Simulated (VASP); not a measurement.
Crystal: W.

```
CELL_PARAMETERS angstrom
-1.58234 1.58234 1.58234
1.58234 -1.58234 1.58234
1.58234 1.58234 -1.58234
ATOMIC_POSITIONS crystal
W 0.00000 0.00000 0.00000
```

```yaml
Program: VASP 6.6.1
Task: relaxation of cell and atoms
Functional: PBE
Potentials_or_basis: VASP PAW PBE potentials, release 64 (W_sv)
Cutoff: 520 eV
k_mesh: 18 × 18 × 18
Occupations: gaussian, width 0.1 eV
Spin: no spin polarisation
```

At the start: pressure 6.2 GPa; volume 15.85 Å³/atom.

Q: How do energy, volume and symmetry change on relaxing?

A: Over 3 steps the energy falls by 5.9 meV/atom and the volume is 16.17 Å³/atom (+2.0 %); space group Im-3m (No. 229, to 0.05 Å).

The path:
```tsv
step	energy change (eV)	largest force (eV/Å)	pressure (GPa)	volume (Å³)
1	0.0000	0.0000	6.23	15.85
2	0.0625	0.0000	-18.01	17.30
3	-0.0059	0.0000	-0.17	16.17
```

Final structure:
```
CELL_PARAMETERS angstrom
-1.59294 1.59294 1.59294
1.59294 -1.59294 1.59294
1.59294 1.59294 -1.59294
ATOMIC_POSITIONS crystal
W 0.00000 0.00000 0.00000
```
